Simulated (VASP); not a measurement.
Consider the following.

KF is modelled in the cubic space group Fm-3m (No. 225), the rock salt structure, Pearson symbol cF8. Conventional cell: a = 5.4099 Å, b = 5.4099 Å, c = 5.4099 Å, α = 90.00°, β = 90.00°, γ = 90.00°. K on 4a has 6 F at 2.705 Å (octahedral). F on 4b sees 6 K at 2.705 Å (octahedral). (Neighbours: up to the widest gap in distance over summed covalent radii, below 1.35, at either atom; cation-cation and far metal-metal contacts left out.)
(The calculation used a cell of 2 atoms; values per cell refer to that cell.)

Computed with vdW-DF2, VASP's PBE PAW potentials (set 64) (plane waves; VASP). Run with 520 eV cut-off, 8×8×8 Γ-centred mesh, Gaussian smearing of 0.050 eV, potentials K_sv F.

### Question
Give the energy at these volumes per atom, relative to the lowest: 18.50, 19.09, 19.68, 20.27, 20.86 Å³.

### Answer
10.0, 2.7, 0.0, 1.1, 5.3 meV/atom. A third-order Birch-Murnaghan fit gives B0 = 33.4 GPa and B0′ = 5.0.

The compound is KF in the rock salt structure. It was relaxed first.
